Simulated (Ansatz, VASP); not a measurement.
# Cross-check of Pd12S (Pd(111)) between VASP and Ansatz, part 2 of 2

Wanted: the spread between two codes on one cell, functional and k mesh.

VASP 6.6.1 and Ansatz 0.2.0.

So far: Set-up; VASP: single point, PBEsol.

### Step 3. Ansatz: single point, PBEsol

Level of this step: Ansatz beside VASP: Kohn-Sham DFT, plane waves, PBEsol (Ansatz).

Ansatz runs on its default PAW (the set named soft_2) files.

The same cell, functional, mesh and smearing now go to Ansatz, which takes its cutoff from its data sets.

input.yaml

```yaml
crystal:
  lattice:
    - [5.4754143377, 0.0, 0.0]
    - [2.7377071689, 4.7418479127, 0.0]
    - [0.0, 0.0, 19.4706570859]
  atoms:
    - { symbol: Pd, position: [0.16666667, 0.16666667, 0.38519501] }
    - { symbol: Pd, position: [0.66666667, 0.16666667, 0.38519501] }
    - { symbol: Pd, position: [0.16666667, 0.66666667, 0.38519501] }
    - { symbol: Pd, position: [0.66666667, 0.66666667, 0.38519501] }
    - { symbol: Pd, position: [0.8327419888, 0.3345160125, 0.5010541205] }
    - { symbol: Pd, position: [0.33333333, 0.33333333, 0.4991026542] }
    - { symbol: Pd, position: [0.8327419888, 0.8327419888, 0.5010541205] }
    - { symbol: Pd, position: [0.3345160125, 0.8327419888, 0.5010541205] }
    - { symbol: Pd, position: [0.0, 0.0, 0.6126547035] }
    - { symbol: Pd, position: [0.5022478914, 0.9955042172, 0.6173826588] }
    - { symbol: Pd, position: [0.9955042172, 0.5022478914, 0.6173826588] }
    - { symbol: Pd, position: [0.5022478914, 0.5022478914, 0.6173826588] }
    - { symbol: S, position: [0.33333333, 0.33333333, 0.6969138363] }
hamiltonian:
  xc: pbesol
  pseudopotentials: { kind: paw }
kpoints:
  mp_grid: { grid: [6, 6, 1] }
scf:
  occupations: { method: methfessel_paxton, width: 0.15 }
  n_extra_bands: 7
efield:
  axis: 3
  dipole_correction: true
  ramp_width: 0.04
output:
  forces: true
  eigenvalues: true
```

Launch:

```console
ansatz run input.yaml --threads 4 --pin off --max-ram 9216MiB --backend cpu --events-out ev --progress --plain --runs-dir out
```

Numbers of over 12 decimals in the logs are rounded to 6 here.

Output:

```text
scf.n_extra_bands = 7 over 111 filled bands (N_el = 222.0): the run solves 118 bands
Engine: ansatz 0.2.0, aarch64-unknown-linux-gnu
Pseudopotentials: kind: paw
Pseudopotential: Pd, paw, valence charge 18, recommended cutoff 420 eV (normal), Pd.paw.azcp
Pseudopotential: S, paw, valence charge 6, recommended cutoff 420 eV (normal), S.paw.azcp
Functional definition: PBEsol
  exchange = pbesol_x
  correlation = pbesol_c
Crystal: 13 atoms, lattice volume = 505.528 Å³
Basis set: ecut = 420 eV, 9851 PW (Γ), exchange–correlation on 80×80×270 points (8 copies of the dense FFT grid, shifted against one another)
Bands: 118, of which v1, the nominal top of the filled ones, is band 111 counted from 1 (110 counted from 0)
Symmetry: 6 space group operations
Space group: P3m1 (ITA 156), of the structure as read, at distance tolerance 8.0e-5 Å
k-points: 7 of 36 (time reversal used)
Non-local potential: Pd, projectors of the file, l = 0: 2, l = 1: 2, l = 2: 2, l = 3: 1
Non-local potential: S, projectors of the file, l = 0: 2, l = 1: 2, l = 2: 2
PAW form: soft (Blöchl's): semilocal exchange-correlation on the pseudo side does not see the compensation charge
PAW frozen core: Pd, regenerated for the run's functional, and the local potential with it (the file was generated under x = pbe(κ = 0.804, μ = 0.219515), c = pbe(β = 0.066725))
PAW frozen core: S, regenerated for the run's functional, and the local potential with it (the file was generated under x = pbe(κ = 0.804, μ = 0.219515), c = pbe(β = 0.066725))
PAW one-centre angular grid: Pd, 590 points (default); XC on 64 Gauss nodes
PAW one-centre angular grid: S, 110 points (default); XC on 64 Gauss nodes
Initial density: superposition of atomic densities (neutral atoms: chi_scale 0, normalization atom), corrected by the library's trained network
Initial wavefunctions: pseudopotential atomic-orbital guess
Functional: x = pbesol(κ = 0.804, μ = 0.123457), c = pbesol(β = 0.046)
SCF iter   1: F=—  HF=-83761.299355 eV  |F-HF|=—  |Δ(HF+E_count)|=         —  Δρ=1.19e-2  dr2=1.52e0  ethr=1.77e-3  p=0.028 e·Å  D=1.01e-2 V/Å  ΔV_dip=-0.20 eV  dr2_dipole=2.08e-3  V_vac-E_F(+/−)=4.91/5.11 eV  ⟨swp⟩=7.0  Hψ=3537  notcnv=0
efield: sawtooth ramp at fractional position 0.0211 (placed from the atoms, in the widest stretch of the axis that holds none; the zero of the levels goes with the place), width 0.0400; the density the first Hamiltonian is built on has a dipole p = 0.028 e·Å; the dipole correction subtracts the counter field D = 1.01e-2 V/Å, which shifts the + side's vacuum level by -0.20 eV against the − side's; the planar-averaged density in the ramp window peaks in size at 1.1e-4 e/Å³
preconditioner: auto → LDOS  [metal: Δε(μ)=0.022 eV  Ē_g=3.636 eV  σ=0.150 eV  W_gap=0.12  n_scr=110 (ndim 8)  ℏωp=18.5 eV  f_vac=0.569  D(μ)=24.74/eV (n_scr^D=240)  β→1.0]
SCF iter   2: F=—  HF=-83761.250669 eV  |F-HF|=—  |Δ(HF+E_count)|=   4.87e-2  S|Δr|=    0.00e0  Δρ=1.01e-2  dr2=5.32e-1  ethr=6.85e-4  p=0.027 e·Å  D=9.59e-3 V/Å  ΔV_dip=-0.19 eV  dr2_dipole=1.22e-2  V_vac-E_F(+/−)=5.25/5.44 eV  ⟨swp⟩=2.0  Hψ=1515  notcnv=0
SCF iter   3: F=—  HF=-83761.167595 eV  |F-HF|=—  |Δ(HF+E_count)|=   8.31e-2  S|Δr|=    0.00e0  Δρ=4.04e-3  dr2=2.18e-1  ethr=2.40e-4  p=0.021 e·Å  D=7.57e-3 V/Å  ΔV_dip=-0.15 eV  dr2_dipole=7.07e-4  V_vac-E_F(+/−)=5.21/5.35 eV  ⟨swp⟩=2.0  Hψ=1307  notcnv=0
SCF iter   4: F=—  HF=-83761.162880 eV  |F-HF|=—  |Δ(HF+E_count)|=   4.72e-3  S|Δr|=    0.00e0  Δρ=2.10e-3  dr2=7.76e-2  ethr=9.81e-5  p=0.018 e·Å  D=6.47e-3 V/Å  ΔV_dip=-0.13 eV  dr2_dipole=1.87e-3  V_vac-E_F(+/−)=5.27/5.39 eV  ⟨swp⟩=2.3  Hψ=1096  notcnv=0
SCF iter   5: F=—  HF=-83761.156964 eV  |F-HF|=—  |Δ(HF+E_count)|=   5.92e-3  S|Δr|=    0.00e0  Δρ=8.91e-4  dr2=8.30e-3  ethr=3.50e-5  p=0.019 e·Å  D=6.71e-3 V/Å  ΔV_dip=-0.13 eV  dr2_dipole=9.57e-4  V_vac-E_F(+/−)=5.31/5.45 eV  ⟨swp⟩=2.0  Hψ=1219  notcnv=0
SCF iter   6: F=—  HF=-83761.157214 eV  |F-HF|=—  |Δ(HF+E_count)|=   2.50e-4  S|Δr|=    0.00e0  Δρ=3.28e-4  dr2=1.28e-3  ethr=3.74e-6  p=0.019 e·Å  D=6.97e-3 V/Å  ΔV_dip=-0.14 eV  dr2_dipole=1.96e-4  V_vac-E_F(+/−)=5.30/5.44 eV  ⟨swp⟩=2.0  Hψ=1050  notcnv=0
SCF iter   7: F=—  HF=-83761.157265 eV  |F-HF|=—  |Δ(HF+E_count)|=   5.11e-5  S|Δr|=    0.00e0  Δρ=1.36e-4  dr2=1.91e-4  ethr=5.79e-7  p=0.021 e·Å  D=7.35e-3 V/Å  ΔV_dip=-0.14 eV  dr2_dipole=1.80e-5  V_vac-E_F(+/−)=5.29/5.43 eV  ⟨swp⟩=1.9  Hψ=1170  notcnv=0
SCF iter   8: F=—  HF=-83761.157283 eV  |F-HF|=—  |Δ(HF+E_count)|=   1.73e-5  S|Δr|=    0.00e0  Δρ=8.35e-5  dr2=6.27e-5  ethr=8.62e-8  p=0.021 e·Å  D=7.52e-3 V/Å  ΔV_dip=-0.15 eV  dr2_dipole=2.04e-7  V_vac-E_F(+/−)=5.29/5.43 eV  ⟨swp⟩=2.1  Hψ=1063  notcnv=0
SCF iter   9: F=—  HF=-83761.157834 eV  |F-HF|=—  |Δ(HF+E_count)|=   5.51e-4  S|Δr|=    0.00e0  Δρ=5.07e-5  dr2=2.34e-5  ethr=2.83e-8  p=0.021 e·Å  D=7.55e-3 V/Å  ΔV_dip=-0.15 eV  dr2_dipole=4.31e-8  V_vac-E_F(+/−)=5.28/5.43 eV  ⟨swp⟩=1.7  Hψ=876  notcnv=0
SCF iter  10: F=—  HF=-83761.157836 eV  |F-HF|=—  |Δ(HF+E_count)|=   2.57e-6  S|Δr|=    0.00e0  Δρ=2.27e-5  dr2=5.16e-6  ethr=1.05e-8  p=0.021 e·Å  D=7.54e-3 V/Å  ΔV_dip=-0.15 eV  dr2_dipole=1.16e-7  V_vac-E_F(+/−)=5.28/5.43 eV  ⟨swp⟩=1.9  Hψ=914  notcnv=0
SCF iter  11: F=—  HF=-83761.157837 eV  |F-HF|=—  |Δ(HF+E_count)|=   1.21e-6  S|Δr|=    0.00e0  Δρ=9.00e-6  dr2=6.71e-7  ethr=2.32e-9  p=0.021 e·Å  D=7.52e-3 V/Å  ΔV_dip=-0.15 eV  dr2_dipole=2.16e-9  V_vac-E_F(+/−)=5.28/5.43 eV  ⟨swp⟩=2.1  Hψ=1188  notcnv=0
SCF iter  12: F=—  HF=-83761.157838 eV  |F-HF|=—  |Δ(HF+E_count)|=   1.61e-7  S|Δr|=    0.00e0  Δρ=5.06e-6  dr2=2.86e-7  ethr=3.02e-10  p=0.021 e·Å  D=7.52e-3 V/Å  ΔV_dip=-0.15 eV  dr2_dipole=6.36e-9  V_vac-E_F(+/−)=5.28/5.43 eV  ⟨swp⟩=2.1  Hψ=1270  notcnv=0
SCF iter  13: F=-83761.157838 eV  HF=-83761.157838 eV  |F-HF|=3.22e-8  |Δ(HF+E_count)|=   3.99e-8  S|Δr|=    0.00e0  Δρ=3.10e-6  dr2=9.52e-8  ethr=4.50e-11  p=0.021 e·Å  D=7.52e-3 V/Å  ΔV_dip=-0.15 eV  dr2_dipole=2.97e-9  V_vac-E_F(+/−)=5.28/5.43 eV  ⟨swp⟩=4.0  Hψ=3612  notcnv=0
SCF 1 converged in 13 iterations: F = -83761.157838 eV  dr2 = 9.52e-8
  greatest PAW one-centre occupation: 0.999 electrons in one spin orbital (limit 2), on the Pd atom at site 8 (counted from 0), in its partial waves of l = 0
SCF converged after 13 iterations
Stability not checked: this state was not tested for a lower state beside it, because cold or Methfessel-Paxton smearing, or corrected tetrahedra, fill the levels in a way that the test cannot read (fill_not_monotonic; see scf.lower_state_search)
Free energy (F): -83761.157838 eV
Harris-Foulkes:  -83761.157838 eV  (|F-HF|=3.22e-8)
Internal energy: -83761.147123 eV  (E = F + TS)
E sigma→0 (E₀):  -83761.155159 eV
Entropy (-TS):   -0.010714 eV (-0.824 meV/atom)
Fermi energy:    3.873595 eV
Dipole field:    D = 0.007571 V/Å  (p = 0.021151 e·Å, saw-weighted, corrected)
Work function:   Φ+ = 5.2827 eV   Φ− = 5.4301 eV
Levels:          The Fermi level and band energies are counted from a zero that moves with the ramp; work functions are not
--- Per-component energies (eV) ---
  E_band       = -5078.984697
  E_kinetic    = 6266.457346
  E_local      = -259748.407889  (includes V_loc(G=0)·N_el)
  E_nonlocal   = 2662.612514
  E_hartree    = 126157.836705
  E_xc         = -2101.950501
  E_vxc        = -2612.758317  (∫ρ·V_xc dr)
  E_paw        = -44804.264904  (= ΣΔE_a)
  E_vpaw       = -3963.704594  (= ΣTr[D̂ρ^β])
  E_aug_tail   = 0.002690  (compensation charges beyond the density's cutoff)
  E_efield     = 0.000080  (sawtooth field / dipole correction)
  E_vefield    = 1.148707  (∫n·V_field dr)
  E_ewald      = 87802.874596
  E_core_change = 3.692238  (= ΣΔE_core)
  E_smearing   = -0.010714  (= −TS)
  E_closure    = 0.000000  (closes the sum)
  Σ components = -83761.157838   (vs F -83761.157838, Δ=0.00e0)
--- Forces (eV/Å), atoms counted from 1 ---
  atom   1  Pd    -0.00337055    -0.00194599    -0.10501709
  atom   2  Pd     0.00337055    -0.00194599    -0.10501709
  atom   3  Pd     0.00000000     0.00389197    -0.10501709
  atom   4  Pd     0.00000000     0.00000000     0.14763334
  atom   5  Pd     0.00000000     0.00351147     0.00926173
  atom   6  Pd     0.00000000     0.00000000     0.04721127
  atom   7  Pd    -0.00304102    -0.00175573     0.00926173
  atom   8  Pd     0.00304102    -0.00175573     0.00926173
  atom   9  Pd     0.00000000    -0.00000000     0.03783366
  atom  10  Pd    -0.00000000    -0.00814834     0.02582385
  atom  11  Pd    -0.00705667     0.00407417     0.02582385
  atom  12  Pd     0.00705667     0.00407417     0.02582385
  atom  13  S      0.00000000    -0.00000000    -0.02293784
  max |Σ_I F_I| component: 5.41e-5 eV/Å
--- Band table (eV; the first three rows and the last of 7) ---
  k-point 0: bands = [... 107 lower, 4.0422, 4.0422, 4.2424, 4.2424, 4.2812, 4.2812, 4.2933, 4.3679, ... 3 higher]
  k-point 1: bands = [... 107 lower, 3.8600, 3.8672, 3.9185, 3.9361, 4.0568, 4.0706, 4.3205, 4.7516, ... 3 higher]
  k-point 2: bands = [... 107 lower, 3.5162, 3.7314, 3.7422, 3.7850, 3.9078, 4.0025, 4.2810, 4.3467, ... 3 higher]
  k-point 6: bands = [... 107 lower, 3.5636, 3.6112, 3.6121, 3.6178, 3.6869, 3.7051, 3.8749, 3.9129, ... 3 higher]
```

Wall time 15 s (4 threads of Arm Neoverse V1, shared host); peak memory 1.5 GiB; 59 s of CPU time.

Reading the cycles: dr2 is the Hartree energy of the density residual (eV), the measure of convergence; HF is the Harris–Foulkes estimate of the energy, which meets the free energy F at convergence.

### Step 4. Comparison

Known differences besides the PAW data sets themselves: the data sets hold 222 valence electrons in Ansatz (default PAW (the set named soft_2) files) and 126 in VASP; the cutoff is 420 eV in Ansatz and 320 eV in VASP (PREC = Normal, projectors in real space); Ansatz makes its cores anew for this functional, VASP keeps those of its PBE data sets. Total energies have different zeros and are not compared.

The two programs side by side:

| quantity | Ansatz | VASP | difference |
| --- | --- | --- | --- |
| work function, lower of the two faces (eV) | 5.28 | 5.27 | +0.01 |
| work function, higher of the two faces (eV) | 5.43 | 5.43 | 0.00 |

Forces on 10 of the 13 atoms, picked by the larger force of the two programs (eV/Å; atoms numbered as in POSCAR):

| atom | Ansatz x, y, z | VASP x, y, z |
| --- | --- | --- |
| Pd1 | -0.003, -0.002, -0.105 | -0.001, -0.001, -0.084 |
| Pd2 | 0.003, -0.002, -0.105 | 0.001, -0.001, -0.084 |
| Pd3 | 0.000, 0.004, -0.105 | 0.000, 0.002, -0.084 |
| Pd4 | 0.000, 0.000, 0.148 | 0.000, 0.000, 0.169 |
| Pd6 | 0.000, 0.000, 0.047 | 0.000, 0.000, 0.005 |
| Pd9 | 0.000, 0.000, 0.038 | 0.000, 0.000, -0.023 |
| Pd10 | 0.000, -0.008, 0.026 | 0.000, 0.004, 0.016 |
| Pd11 | -0.007, 0.004, 0.026 | 0.004, -0.002, 0.016 |
| Pd12 | 0.007, 0.004, 0.026 | -0.004, -0.002, 0.016 |
| S13 | 0.000, 0.000, -0.023 | 0.000, 0.000, 0.005 |

The forces differ by 15 meV/Å r.m.s., which is 42.0 % of the r.m.s. force of 0.04 eV/Å (both taken over all components, held atoms included).

### Step 5. What moves the difference

The difference is large enough to ask for its cause, so further runs change the set-up of one program at a time, as the table lists.

| run | r.m.s. force difference (meV/Å) |
| --- | --- |
| as above | 15 |
| cores kept as stored, as VASP does, whose cores stay as stored | 15 |
| Ansatz's larger PAW set (cutoff 720 eV) | 15 |
| norm-conserving potentials (cutoff 1116 eV) | 15 |

### Step 6. What came out

| Item | Value |
| --- | --- |
| r.m.s. force difference (single point, PBEsol) | 15 meV/Å |

In words: The r.m.s. force difference is 15 meV/Å (single point, PBEsol), beyond the 12 meV/Å picked in this series as the mark of a large difference. For single point, PBEsol: no further run halves the r.m.s. force difference; only Ansatz's side was varied, and Ansatz's runs with other potentials lie closer to each other than to VASP, which for this quantity points to VASP's side; this was not tested here. How closely two codes agree says nothing of how well the functional describes the real material.

[Lines on the potential files, build, host, timing and source positions are cut from VASP's logs without a mark.]

[Logs are printed without paths, hosts, clocks, repeated set-up lines and the standing remarks that a program may print on its own settings, such as how far it seeks lower states.]

[Hosts, paths, dates, database ids (printed as entryN), source tags and the programs' standing remarks are cut or masked in the printed files.]
